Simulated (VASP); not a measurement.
Here is the system:

```
CELL_PARAMETERS angstrom
      1.70390     0.98375     4.57044
     -1.70390     0.98375     4.57044
      0.00000    -1.96750     4.57044
ATOMIC_POSITIONS crystal
  Na 0.00000 0.00000 0.00000
  H  0.50000 0.50000 0.50000
  F  0.58293 0.58293 0.58293
  F  0.41707 0.41707 0.41707
```

All values below come from r2SCAN meta-GGA, VASP's PBE PAW potentials (set 64) (plane waves; VASP). Numerical set-up: 520 eV cut-off, 9×9×9 Γ-centred mesh, tetrahedra with Blöchl corrections, potentials Na_pv H F.

The cores are frozen, which limits the accuracy of field gradients.

**Question.** Give the principal components of the electric field gradient (V/Å²) and the asymmetry η at each nucleus.

**Answer.** 
```
atom    Vxx    Vyy    Vzz     η
----  -----  -----  -----  ----
Na1    -2.5   -2.5    5.0  0.00
H2     -4.6   -4.6    9.2  0.00
F3    -51.3  -51.3  102.6  0.00
F4    -51.3  -51.3  102.6  0.00
```

The structure comes from a computed database's NaHF2 entry (R-3m); how it stands against other phases isn't given here. It was relaxed first.
